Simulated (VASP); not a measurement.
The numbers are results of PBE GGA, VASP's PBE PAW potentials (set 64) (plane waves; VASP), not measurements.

A VASP calculation is set up with these files.

### INCAR
```
! general
SYSTEM    =  Ni
PREC      =  Accurate
ENCUT     =  400   ! plane-wave cut-off (eV)
LREAL     =  .FALSE.
LASPH     =  .TRUE.   ! aspherical one-centre terms
KSPACING  =  0.3
KGAMMA    =  .TRUE.

! electronic loop
EDIFF     =  1E-6
NELM      =  100
ALGO      =  Normal   ! blocked Davidson
LMAXMIX   =  4   ! l cut-off of mixed one-centre charges

! smearing
ISMEAR    =  1   ! Methfessel-Paxton
SIGMA     =  0.1   ! width (eV)

! functional
GGA       =  PE   ! PBE

! spin
ISPIN     =  2   ! spin-polarised
MAGMOM    =  0.8

! ions
ISIF      =  2

! output
LWAVE     =  .FALSE.
LCHARG    =  .FALSE.
LORBIT    =  10
```

File POSCAR:
```
Ni
1
    0.0000000000     1.7952000000     1.7952000000
    1.7952000000     0.0000000000     1.7952000000
    1.7952000000     1.7952000000     0.0000000000
Ni
1
Direct
  0.0000000000   0.0000000000   0.0000000000
```

POTCAR, in this order: Ni (PBE.64 set). Program: vasp_std.

The resulting files:

### OSZICAR
```
       N       E                     dE             d eps       ncg     rms          rms(c)
DAV:   1     0.190782768606E+02    0.19078E+02   -0.40939E+03  2072   0.115E+03
DAV:   2    -0.611583145121E+01   -0.25194E+02   -0.24432E+02  2048   0.150E+02
DAV:   3    -0.646141850041E+01   -0.34559E+00   -0.34528E+00  2376   0.225E+01
DAV:   4    -0.646483588891E+01   -0.34174E-02   -0.34171E-02  2415   0.207E+00
DAV:   5    -0.646492437309E+01   -0.88484E-04   -0.88484E-04  2335   0.274E-01    0.935E+00
DAV:   6    -0.587195272096E+01    0.59297E+00   -0.18611E+01  2105   0.685E+01    0.655E+00
DAV:   7    -0.546377287594E+01    0.40818E+00   -0.35008E+00  2118   0.276E+01    0.171E+00
DAV:   8    -0.544988295617E+01    0.13890E-01   -0.20276E-02  2824   0.168E+00    0.886E-01
DAV:   9    -0.544740205545E+01    0.24809E-02   -0.19890E-03  2954   0.447E-01    0.237E-01
DAV:  10    -0.544683064753E+01    0.57141E-03   -0.80544E-04  2662   0.251E-01    0.389E-02
DAV:  11    -0.544683358019E+01   -0.29327E-05   -0.30388E-05  2628   0.688E-02    0.288E-02
DAV:  12    -0.544683439040E+01   -0.81021E-06   -0.16420E-06  1201   0.166E-02
   1 F= -.54468344E+01 E0= -.54471235E+01  d E =0.867402E-03  mag=     0.5855
```

**OUTCAR**
```
------------------------ aborting loop because EDIFF is reached ----------------------------------------
  FORCE on cell =-STRESS in cart. coord.  units (eV):
  Direction    XX          YY          ZZ          XY          YZ          ZX
  --------------------------------------------------------------------------------------
  Total       -0.8205411     -0.8205411     -0.8205411     -0.0000000      0.0000000     -0.0000000
  in kB     -113.6167595   -113.6167595   -113.6167595     -0.0000000      0.0000000     -0.0000000
  external PRESSURE =    -113.6167595 kB  Pullay stress =       0.0000000 kB
  volume of cell :       11.57
      direct lattice vectors                 reciprocal lattice vectors
     0.000000000  1.795200000  1.795200000    -0.278520499  0.278520499  0.278520499
     1.795200000  0.000000000  1.795200000     0.278520499 -0.278520499  0.278520499
     1.795200000  1.795200000  0.000000000     0.278520499  0.278520499 -0.278520499
 POSITION                                       TOTAL-FORCE (eV/Angst)
 -----------------------------------------------------------------------------------
      0.00000      0.00000      0.00000         0.000000      0.000000      0.000000
 -----------------------------------------------------------------------------------
    total drift:                                0.000000     -0.000000      0.000000
  FREE ENERGIE OF THE ION-ELECTRON SYSTEM (eV)
  ---------------------------------------------------
  free  energy   TOTEN  =        -5.4468343904 eV

  energy  without entropy=       -5.4477017928  energy(sigma->0) =       -5.44712352

 total charge

# of ion       s       p       d       tot
------------------------------------------
    1        0.471   0.446   8.288   9.205

 magnetization (x)

# of ion       s       p       d       tot
------------------------------------------
    1       -0.008  -0.026   0.638   0.604
```
(Selected blocks of OUTCAR.)

The compound is Ni in the fcc structure. The cell was not relaxed at this level. The run is one of a series of settings (KGAMMA = .TRUE., KSPACING = 0.3, KPOINTS file removed against the base run), some of them coarse on purpose.
